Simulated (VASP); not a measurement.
Data:

```
CELL_PARAMETERS angstrom
      3.30385     0.00000     0.00000
      0.00000     3.30385     0.00000
      0.00000     0.00000    24.92908
ATOMIC_POSITIONS crystal
  Nb 0.50000 0.00000 0.34209
  Nb 0.00000 0.50000 0.40005
  Nb 0.50000 0.00000 0.46466
  Nb 0.00000 0.50000 0.53534
  Nb 0.50000 0.00000 0.59995
  Nb 0.00000 0.50000 0.65791
```

Level of theory: r2SCAN meta-GGA, VASP's PBE PAW potentials (set 64) (plane waves; VASP). Settings: PREC = Normal, 400 eV cut-off, 8×8×1 Γ-centred mesh, first-order Methfessel-Paxton smearing of 0.10 eV, potentials Nb_sv.

Q: What does the run give for the energy per atom (σ→0), band gap (on the k-mesh) with the smallest direct gap where there is one?

A: 
The band gap (on the k-mesh) is none (metal, semimetal or under 0.01 eV) and the energy per atom (σ→0) comes out as -24.291 eV/atom.

Total energies compare only between runs with the same potentials, cut-off and functional.

The cell is a thin slab with vacuum, built from Nb (bcc): (100) face.
